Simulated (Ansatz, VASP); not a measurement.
# TiOF (TiOF (P4/mmm)): VASP beside Ansatz

Wanted: the spread between two codes on one cell, functional and k mesh. The two relaxations start from unlike cells of this crystal (the structure described is Ansatz's start), so only their ends are compared.

Main program and level: Ansatz 0.2.0; plane waves, with VASP 6.6.1 beside it; relaxation of cell and atoms at PBEsol.

### 1. Starting point

It takes space group P4/mmm (No. 123, tetragonal). The conventional cell has a = 2.862 Å, b = 2.862 Å, c = 3.935 Å, α = 90.00°, β = 90.00°, γ = 90.00°. Nearest to Ti lie 2 F at 1.97 Å and 4 O at 2.02 Å. Nearest to O lie 4 Ti at 2.02 Å. Nearest to F lie 2 Ti at 1.97 Å. Farther neighbours and most contacts between anions are not listed.

### 2. VASP: relaxation of cell and atoms, PBEsol

The relaxed volume is the usual yardstick between codes: in a stiff, nearly cubic crystal its relative difference is about their pressure difference at one cell divided by the bulk modulus.

Lines of VASP's logs that name or quote its potential files are left out, and so is its time.

Input file INCAR:

```
SYSTEM = TiOF
PREC = Accurate
ENCUT = 600
EDIFF = 1E-07
NELM = 120
ISMEAR = -1
SIGMA = 0.05
LREAL = .FALSE.
ALGO = Normal
GGA = PS
NBANDS = 18
LASPH = .TRUE.
LORBIT = 11
LWAVE = .FALSE.
LCHARG = .FALSE.
ISIF = 3
IBRION = 2
NSW = 80
EDIFFG = -0.005
GGA_COMPAT = .FALSE.
NELMIN = 4
```

Input file POSCAR:

```
TiOF
1.0
    2.8460733100      0.0000000000      0.0000000000
    0.0000000000      2.8460733100      0.0000000000
    0.0000000000      0.0000000000      3.9184356766
Ti O F
1 1 1
Direct
    0.0000000000      0.0000000000      0.0000000000
    0.5000000000      0.5000000000      0.0000000000
    0.0000000000      0.0000000000      0.5000000000
```

Input file KPOINTS:

```
Automatic mesh
0
Gamma
13 13 10
0 0 0
```

The projector-augmented-wave data sets are Ti_sv, O and F (PBE family, release 64).

Started as:

```console
> mpirun -np 1 vasp_std
```

Numbers of over 12 decimals in the logs are rounded to 6 here.

The log of the run:

```text
[banner, memory and clock lines left out]
running    1 mpi-ranks, on    1 nodes
 distrk:  each k-point on    1 cores,    1 groups
 distr:  one band on    1 cores,    1 groups

 POSCAR found type information on POSCAR TiO F
 POSCAR found :  3 types and       3 ions
|                                                                             |
|               ----> ADVICE to this user running VASP <----                  |
|                                                                             |
|     You enforced a specific xc type in the INCAR file but a different       |
|     [... a line on the potential file left out ...]
|     I HOPE YOU KNOW WHAT YOU ARE DOING!                                     |
|                                                                             |

 LDA part: xc-table for (Slater+PW92), standard interpolation
 POSCAR, INCAR and KPOINTS ok, starting setup
 FFT: planning ... GRIDC
 FFT: planning ... GRID_SOFT
 FFT: planning ... GRID
 WAVECAR not read
 entering main loop
       N       E                     dE             d eps       ncg     rms          rms(c)
DAV:   1     0.292966671618E+03    0.29297E+03   -0.14736E+04  6048   0.175E+03
DAV:   2    -0.499670851958E+01   -0.29796E+03   -0.28782E+03  6814   0.466E+02
DAV:   3    -0.286965527134E+02   -0.23700E+02   -0.23444E+02  6624   0.137E+02
DAV:   4    -0.297901227834E+02   -0.10936E+01   -0.10897E+01  9074   0.259E+01
DAV:   5    -0.298059145437E+02   -0.15792E-01   -0.15788E-01  7002   0.307E+00    0.182E+01
DAV:   6    -0.251873108805E+02    0.46186E+01   -0.24843E+01  7714   0.620E+01    0.651E+00
DAV:   7    -0.250465174649E+02    0.14079E+00   -0.19259E+00  6730   0.134E+01    0.510E+00
DAV:   8    -0.250421118040E+02    0.44057E-02   -0.54093E-01  6900   0.876E+00    0.157E+00
DAV:   9    -0.250182453572E+02    0.23866E-01   -0.98923E-02  6448   0.409E+00    0.350E-01
DAV:  10    -0.250185903860E+02   -0.34503E-03   -0.17499E-02  6910   0.136E+00    0.180E-01
DAV:  11    -0.250181178359E+02    0.47255E-03   -0.22350E-03  6548   0.374E-01    0.343E-02
DAV:  12    -0.250181447267E+02   -0.26891E-04   -0.22602E-04  6530   0.200E-01    0.433E-02
DAV:  13    -0.250181372368E+02    0.74899E-05   -0.43072E-05  7066   0.817E-02    0.871E-03
DAV:  14    -0.250181389155E+02   -0.16787E-05   -0.33140E-06  6698   0.183E-02    0.628E-03
DAV:  15    -0.250181387936E+02    0.12185E-06   -0.10333E-06  6684   0.907E-03    0.161E-03
DAV:  16    -0.250181387609E+02    0.32669E-07   -0.27556E-08  3672   0.198E-03
   1 F= -.25018139E+02 E0= -.25013461E+02  d E =-.250181E+02
 curvature:   0.00 expect dE= 0.000E+00 dE for cont linesearch  0.000E+00
 trial: gam= 0.00000 g(F)=  0.000E+00 g(S)=  0.571E-05 ort = 0.000E+00 (trialstep = 0.100E+01)
 search vector abs. value=  0.571E-05
 bond charge predicted
       N       E                     dE             d eps       ncg     rms          rms(c)
DAV:   1    -0.250181646941E+02   -0.25900E-04   -0.99747E-04  6842   0.389E-01    0.379E-02
DAV:   2    -0.250181461339E+02    0.18560E-04   -0.52083E-05  6352   0.758E-02    0.181E-02
DAV:   3    -0.250181401558E+02    0.59781E-05   -0.18161E-05  7480   0.496E-02    0.654E-03
DAV:   4    -0.250181398991E+02    0.25665E-06   -0.15795E-06  6790   0.148E-02    0.347E-03
DAV:   5    -0.250181397095E+02    0.18969E-06   -0.50601E-07  7752   0.709E-03    0.109E-03
DAV:   6    -0.250181396780E+02    0.31441E-07   -0.79868E-08  3362   0.255E-03
   2 F= -.25018140E+02 E0= -.25013459E+02  d E =-.917086E-06
 trial-energy change:   -0.000001  1 .order   -0.000001   -0.000006    0.000004
 step:   0.6043(harm=  0.6043)  dis= 0.00000  next Energy=   -25.018140 (dE=-0.173E-05)
 reached required accuracy - stopping structural energy minimisation
```

From OUTCAR (step 2):

```text
ion  position               nearest neighbor table
   1  0.000  0.000  0.000-   3 1.96   3 1.96   2 2.01   2 2.01   2 2.01   2 2.01
   2  0.500  0.500  0.000-   1 2.01   1 2.01   1 2.01   1 2.01
   3  0.000  0.000  0.500-   1 1.96   1 1.96

  LATTYP: Found a simple tetragonal cell.
 ALAT       =     2.8460733100
 C/A-ratio  =     1.3767866284

 Subroutine GETGRP returns: Found 16 space group operations
 (whereof 16 operations were pure point group operations)

The static configuration has the point symmetry D_4h.

 Found    168 irreducible k-points:

   k-points           NKPTS =    168   k-points in BZ     NKDIM =    168   number of bands    NBANDS=     18

   dimension x,y,z NGX =    24 NGY =   24 NGZ =   32
   dimension x,y,z NGXF=    48 NGYF=   48 NGZF=   64

   ENCUT  =  600.0 eV  44.10 Ry    6.64 a.u.   5.68  5.68  7.83*2*pi/ulx,y,z

   NELECT =      25.0000    total number of electrons

 k-points in reciprocal lattice and weights: Automatic mesh
   0.00000000  0.00000000  0.00000000       0.001
   0.07692308  0.00000000  0.00000000       0.002
   0.15384615  0.00000000  0.00000000       0.002
   0.23076923  0.00000000  0.00000000       0.002
   0.30769231  0.00000000  0.00000000       0.002
   0.38461538  0.00000000  0.00000000       0.002
   0.46153846  0.00000000  0.00000000       0.002
   0.07692308  0.07692308  0.00000000       0.002
   0.15384615  0.07692308  0.00000000       0.005
[...]
0.46153846  0.38461538  0.50000000       0.005
   0.46153846  0.46153846  0.50000000       0.002

 average (electrostatic) potential at core
       1 -75.2321       2 -70.1162       3 -74.4236

 E-fermi :   7.0849

 k-point     1 :       0.0000    0.0000    0.0000
  band No.  band energies     occupation
    ...
      9       1.2103      2.00000
     10       2.5759      2.00000
     11       2.5759      2.00000
     12       2.5933      2.00000
     13       4.4823      2.00000
     14       7.6642      0.00002
     15       7.6642      0.00002
     16       7.9662      0.00000
     17       8.3636      0.00000
     18      10.8450      0.00000

 k-point     2 :       0.0769    0.0000    0.0000
  band No.  band energies     occupation
    ...
      9       1.2041      2.00000
     10       2.2237      2.00000
     11       2.3689      2.00000
     12       2.5222      2.00000
     13       4.7947      2.00000
     14       7.6775      0.00001
     15       7.6989      0.00001
     16       8.2720      0.00000
     17       8.4497      0.00000
     18      11.0589      0.00000

 k-point     3 :       0.1538    0.0000    0.0000
  band No.  band energies     occupation
    ...
      9       1.1578      2.00000
     10       1.5202      2.00000
     11       1.9136      2.00000
     12       2.3229      2.00000
     13       5.4621      2.00000
     14       7.7146      0.00001
     15       7.7979      0.00000
     16       8.6581      0.00000
     17       9.0374      0.00000
     18      11.6449      0.00000

  Total        0.0011635      0.0011635     -0.0122471      0.0000000      0.0000000     -0.0000000
  in kB        0.0587173      0.0587173     -0.6180773      0.0000000      0.0000000     -0.0000000
  external PRESSURE =      -0.1668809 kB  Pullay stress =       0.0000000 kB

  energy-cutoff  :      600.00
  volume of cell :       31.75
      direct lattice vectors                 reciprocal lattice vectors
     2.845966147  0.000000000  0.000000000     0.351374524  0.000000000 -0.000000000
     0.000000000  2.845966147  0.000000000     0.000000000  0.351374524 -0.000000000
     0.000000000  0.000000000  3.919605046     0.000000000  0.000000000  0.255127746

 POSITION                                       TOTAL-FORCE (eV/Angst)
 -----------------------------------------------------------------------------------
      0.00000      0.00000      0.00000         0.000000      0.000000      0.000000
      1.42298      1.42298      0.00000        -0.000000     -0.000000      0.000000
      0.00000      0.00000      1.95980         0.000000      0.000000      0.000000
 -----------------------------------------------------------------------------------
    total drift:                                0.000000     -0.000000     -0.000000

  FREE ENERGIE OF THE ION-ELECTRON SYSTEM (eV)
  ---------------------------------------------------
  free  energy   TOTEN  =       -25.0181396780 eV

  energy  without entropy=      -25.0087780439  energy(sigma->0) =      -25.01345886

 reached required accuracy - stopping structural energy minimisation

 total charge
# of ion       s       p       d       tot
------------------------------------------
    1        2.180   6.227   1.904  10.311
    2        1.553   3.502   0.000   5.055
    3        1.731   4.374   0.000   6.105
--------------------------------------------------
tot          5.463  14.103   1.904  21.470

[... 3 further parts left out ...]
```

This run has no spin polarisation, so a moment on Ti, if there is one, isn't seen. Its electron count is odd, so without a moment it is a metal by construction. The run keeps the 16 symmetry operations of its start, so it cannot find a distortion of lower symmetry.

### 3. Ansatz: relaxation of cell and atoms, PBEsol

Ansatz runs on its PAW soft_1 files.

Its own start cell and the same functional, mesh and smearing now go to Ansatz.

Input file input.yaml:

```yaml
crystal:
  lattice:
    - [2.86246, 0.0, 0.0]
    - [0.0, 2.86246, 0.0]
    - [0.0, 0.0, 3.9352058]
  atoms:
    - { symbol: Ti, position: [0.0, 0.0, 0.0] }
    - { symbol: O, position: [0.5, 0.5, 0.0] }
    - { symbol: F, position: [0.0, 0.0, 0.5] }
basis:
  ecutwfc: 420
  xc_grid: 2
hamiltonian:
  xc: pbesol
  pseudopotentials: { kind: paw, azcp: { folder: soft_1 }, xc_functional: pbe }
kpoints:
  mp_grid: { grid: [13, 13, 10] }
scf:
  occupations: { method: fermi_dirac, width: 0.05 }
  max_iter: 150
output:
  forces: true
  stress: true
relax:
  f_tol: 0.01
  max_steps: 60
  cell: {}
checkpoint:
  write: "../pbesol.run"
  compress: false
  write_wavefunctions: false
  write_every: 100000
```

Started as:

```console
> ansatz run input.yaml --threads 4 --pin off --max-ram 6594MiB --backend cpu --events-out ev --progress --plain --runs-dir out
```

The log of the run:

```text
Engine: ansatz 0.2.0, x86_64-unknown-linux-gnu
Pseudopotentials: kind: paw
Pseudopotential: Ti, paw, valence charge 12, recommended cutoff 420 eV (normal), soft_1/Ti.paw.azcp
Pseudopotential: O, paw, valence charge 6, recommended cutoff 420 eV (normal), soft_1/O.paw.azcp
Pseudopotential: F, paw, valence charge 7, recommended cutoff 420 eV (normal), soft_1/F.paw.azcp
Functional definition: PBEsol
  exchange = pbesol_x
  correlation = pbesol_c
Crystal: 3 atoms, lattice volume = 32.244 Å³
Basis set: ecut = 420 eV, 633 PW (Γ), exchange–correlation on 40×40×54 points (8 copies of the dense FFT grid, shifted against one another)
Bands: 17, of which v1, the nominal top of the filled ones, is band 13 counted from 1 (12 counted from 0)
Symmetry: 16 space group operations
Space group: P4/mmm (ITA 123), of the structure as read, at distance tolerance 3.2e-5 Å
k-points: 168 of 1690
Non-local potential: Ti, projectors of the file, l = 0: 3, l = 1: 2, l = 2: 3, l = 3: 1
Non-local potential: O, projectors of the file, l = 0: 2, l = 1: 2, l = 2: 1
Non-local potential: F, projectors of the file, l = 0: 2, l = 1: 2, l = 2: 1
PAW form: soft (Blöchl's): semilocal exchange-correlation on the pseudo side does not see the compensation charge
PAW frozen core: Ti, regenerated for the run's functional, and the local potential with it (the file was generated under x = pbe(κ = 0.804, μ = 0.219515), c = pbe(β = 0.066725))
PAW frozen core: O, regenerated for the run's functional, and the local potential with it (the file was generated under x = pbe(κ = 0.804, μ = 0.219515), c = pbe(β = 0.066725))
PAW frozen core: F, regenerated for the run's functional, and the local potential with it (the file was generated under x = pbe(κ = 0.804, μ = 0.219515), c = pbe(β = 0.066725))
PAW one-centre angular grid: Ti, 590 points (default); XC on 64 Gauss nodes
PAW one-centre angular grid: O, 110 points (default); XC on 64 Gauss nodes
PAW one-centre angular grid: F, 110 points (default); XC on 64 Gauss nodes
Initial density: superposition of atomic densities (chi_scale 0.1, normalization cell, long waves kept (reshape's long-wave potential 0.02 eV rms))
Initial wavefunctions: pseudopotential atomic-orbital guess
Functional: x = pbesol(κ = 0.804, μ = 0.123457), c = pbesol(β = 0.046)
SCF iter   1: F=—  HF=-3845.782527 eV  |F-HF|=—  |Δ(HF+E_count)|=         —  Δρ=4.58e-1  dr2=8.52e1  ethr=3.10e-3  ⟨swp⟩=4.9  Hψ=12226  notcnv=0
preconditioner: auto → none  [metal: Δε(μ)=0.010 eV  Ē_g=9.533 eV  σ=0.050 eV  W_gap=0.05  n_scr=6 (ndim 8)  ℏωp=27.0 eV  f_vac=0.002  D(μ)=2.36/eV (n_scr^D=28)  sad-step TF]
SCF iter   2: F=—  HF=-3843.832090 eV  |F-HF|=—  |Δ(HF+E_count)|=    1.95e0  Δρ=3.22e-1  dr2=4.37e1  ethr=3.10e-3  ⟨swp⟩=2.0  Hψ=4862  notcnv=0
SCF iter   3: F=—  HF=-3841.212653 eV  |F-HF|=—  |Δ(HF+E_count)|=    2.62e0  Δρ=1.48e-1  dr2=1.03e1  ethr=3.10e-3  ⟨swp⟩=2.7  Hψ=5375  notcnv=0
SCF iter   4: F=—  HF=-3840.039886 eV  |F-HF|=—  |Δ(HF+E_count)|=    1.17e0  Δρ=9.23e-2  dr2=3.16e0  ethr=3.10e-3  ⟨swp⟩=3.0  Hψ=6851  notcnv=0
SCF iter   5: F=—  HF=-3839.701746 eV  |F-HF|=—  |Δ(HF+E_count)|=   3.38e-1  Δρ=4.88e-2  dr2=1.10e0  ethr=3.10e-3  ⟨swp⟩=2.1  Hψ=5755  notcnv=0
SCF iter   6: F=—  HF=-3839.454211 eV  |F-HF|=—  |Δ(HF+E_count)|=   2.48e-1  Δρ=2.68e-2  dr2=3.08e-1  ethr=3.10e-3  ⟨swp⟩=2.5  Hψ=4588  notcnv=0
SCF iter   7: F=—  HF=-3839.382551 eV  |F-HF|=—  |Δ(HF+E_count)|=   7.17e-2  Δρ=1.09e-2  dr2=4.98e-2  ethr=1.23e-3  ⟨swp⟩=2.0  Hψ=4853  notcnv=0
SCF iter   8: F=—  HF=-3839.369081 eV  |F-HF|=—  |Δ(HF+E_count)|=   1.35e-2  Δρ=2.79e-3  dr2=3.32e-3  ethr=1.99e-4  ⟨swp⟩=2.1  Hψ=4380  notcnv=0
SCF iter   9: F=—  HF=-3839.368107 eV  |F-HF|=—  |Δ(HF+E_count)|=   9.73e-4  Δρ=3.81e-4  dr2=5.74e-5  ethr=1.33e-5  ⟨swp⟩=1.8  Hψ=4488  notcnv=0
SCF iter  10: F=—  HF=-3839.368062 eV  |F-HF|=—  |Δ(HF+E_count)|=   4.56e-5  Δρ=4.45e-5  dr2=7.35e-7  ethr=2.29e-7  ⟨swp⟩=2.0  Hψ=4157  notcnv=0
SCF iter  11: F=-3839.368062 eV  HF=-3839.368062 eV  |F-HF|=4.42e-8  |Δ(HF+E_count)|=   1.65e-7  Δρ=1.01e-5  dr2=4.76e-8  ethr=4.00e-10  ⟨swp⟩=5.0  Hψ=10662  notcnv=0
SCF 1 converged in 11 iterations: F = -3839.368062 eV  dr2 = 4.76e-8
  greatest PAW one-centre occupation: 0.998 electrons in one spin orbital (limit 2), on the Ti atom at site 0 (counted from 0), in its partial waves of l = 0
relax step   1: F+E_penalty+E_count = -3839.36806169 eV  Δ(F+E_penalty+E_count) = +0.000e0 eV  max|allowed force component| = 1.331e-30 eV/Å  Δτ_max = 0.0000 Å  P = -3.397 GPa  Ω = 32.244 Å³  (11 SCF iters, dr2 threshold 1.00e-7 eV, accepted)
[...]
relax step   2: F+E_penalty+E_count = -3839.37438863 eV  Δ(F+E_penalty+E_count) = -6.327e-3 eV  max|allowed force component| = 3.320e-30 eV/Å  Δτ_max = 0.0000 Å  P = -1.099 GPa  Ω = 31.875 Å³  energy of the carried Pulay correction = +1.090e-3 eV  (5 SCF iters, dr2 threshold 3.00e-7 eV, accepted)
[...]
relax step   3: F+E_penalty+E_count = -3839.37548483 eV  Δ(F+E_penalty+E_count) = -1.096e-3 eV  max|allowed force component| = 3.254e-30 eV/Å  Δτ_max = 0.0000 Å  P = +0.025 GPa  Ω = 31.703 Å³  energy of the carried Pulay correction = +1.604e-3 eV  (5 SCF iters, dr2 threshold 3.00e-7 eV, accepted)
[...]
relax step   4: F+E_penalty+E_count = -3839.37400434 eV  Δ(F+E_penalty+E_count) = +1.480e-3 eV  max|allowed force component| = 7.297e-30 eV/Å  Δτ_max = 0.0000 Å  P = -0.067 GPa  Ω = 31.703 Å³  stress off target by 9.56e-2 GPa  SCF on the basis re-selected at this cell (its energy is not comparable with the rows above)  (6 SCF iters)
[...]
relax step   5: F+E_penalty+E_count = -3839.37403674 eV  Δ(F+E_penalty+E_count) = -3.240e-5 eV  max|allowed force component| = 4.483e-30 eV/Å  Δτ_max = 0.0000 Å  P = -0.000 GPa  Ω = 31.693 Å³  energy of the carried Pulay correction = +3.005e-5 eV  (4 SCF iters, dr2 threshold 2.29e-8 eV, accepted)
[...]
relax step   6: F+E_penalty+E_count = -3839.37401166 eV  Δ(F+E_penalty+E_count) = +2.508e-5 eV  max|allowed force component| = 3.414e-30 eV/Å  Δτ_max = 0.0000 Å  P = -0.001 GPa  Ω = 31.693 Å³  stress off target by 5.75e-3 GPa  SCF on the basis re-selected at this cell (its energy is not comparable with the rows above)  (6 SCF iters)
basis re-selected at this cell: Δ(F+E_penalty+E_count) = +2.508e-5 eV, ΔP = -0.001 GPa vs the last step (what re-selecting the basis moved, of the pressure what is left beyond the Pulay correction that the steps carried, after the strain that the cell walked since its last selection, with what the two solves' SCF thresholds leave and, on support functions, any second-order correction that the steps lacked; it is no m [...]
SCF converged after 6 iterations
Free energy (F): -3839.374012 eV
Harris-Foulkes:  -3839.374012 eV  (|F-HF|=2.73e-12)
Internal energy: -3839.364699 eV  (E = F + TS)
E sigma→0 (E₀):  -3839.369355 eV
Entropy (-TS):   -0.009312 eV (-3.104 meV/atom)
Fermi energy:    11.326133 eV
--- Per-component energies (eV) ---
  E_band       = -212.973021
  E_kinetic    = 646.086462
  E_local      = -1834.749717  (includes V_loc(G=0)·N_el)
  E_nonlocal   = 201.385644
  E_hartree    = 697.969030
  E_xc         = -262.236535
  E_vxc        = -334.271209  (∫ρ·V_xc dr)
  E_paw        = -1371.277021  (= ΣΔE_a)
  E_vpaw       = -287.363565  (= ΣTr[D̂ρ^β])
  E_aug_tail   = 0.001365  (compensation charges beyond the density's cutoff)
  E_ewald      = -1916.761042
  E_core_change = 0.217115  (= ΣΔE_core)
  E_smearing   = -0.009312  (= −TS)
  E_closure    = -0.000000  (closes the sum)
  Σ components = -3839.374012   (vs F -3839.374012, Δ=0.00e0)
--- Forces (eV/Å), atoms counted from 1 ---
  atom   1  Ti     0.00000000    -0.00000000     0.00000000
  atom   2  O      0.00000000     0.00000000     0.00000000
  atom   3  F     -0.00000000     0.00000000     0.00000000
  max |Σ_I F_I| component: 3.96e-30 eV/Å
--- Stress (GPa, compression-positive) ---
        0.001395       0.000000       0.000000
        0.000000       0.001395       0.000000
        0.000000       0.000000      -0.005751
  P = ⅓ Tr σ = -0.0010 GPa (-0.010 kbar)
--- Relaxed structure (4 steps of the walk, 4 accepted, 2 SCFs on fresh bases) ---
  F+E_penalty+E_count = -3839.37401166 eV   max|allowed force component| = 3.414e-30 eV/Å   (the final SCF, on the basis selected at the relaxed cell)
  cell:  # Å, volume = 31.6926 Å³
    - [2.845042, 0, 0.0]
    - [0, 2.845042, 0.0]
    - [0.0, 0.0, 3.915435]
  atoms:
    - { symbol: Ti, position: [0, 0, 0.0] }
    - { symbol: O, position: [0.5, 0.5, 0.0] }
    - { symbol: F, position: [0, 0, 0.5] }
```

The column dr2 measures how far the density is from self-consistency, as an energy; F and HF (Harris–Foulkes) agree once it is small.

### 4. Side by side

Known differences besides the potentials themselves: the cutoff is 420 eV in Ansatz and 600 eV in VASP; Ansatz makes its cores anew for this functional, VASP keeps those of its PBE data sets; Ansatz adds a Pulay correction to the stress that steers its cell, VASP none. Total energies have different zeros and are not compared.

Compared:

```
                                         quantity  Ansatz   VASP  difference
                                      volume (Å³)   31.69  31.75     -0.17 %
edge a after relaxation, in the typed setting (Å)   2.845  2.846     -0.04 %
edge c after relaxation, in the typed setting (Å)   3.915  3.920     -0.11 %
```

### 5. Results

```json
{
  "difference in volume (relaxation of cell and atoms, PBEsol)": "-0.17 %"
}
```

**Reading.** The difference in volume is -0.17 % (relaxation of cell and atoms, PBEsol), within the 1.2 % picked in this series as the mark of a large difference, as far as the stopping tolerances let one tell. Such differences can come from data sets, numerical settings and the points named under the comparisons, not from the functional's error against experiment.

[Lines on the potential files, build, host, timing and source positions are cut from VASP's logs without a mark.]

[Logs are printed without paths, hosts, clocks, repeated set-up lines and the standing remarks that a program may print on its own settings, such as how far it seeks lower states.]

[Hosts, paths, dates, database ids (printed as entryN), source tags and the programs' standing remarks are cut or masked in the printed files.]
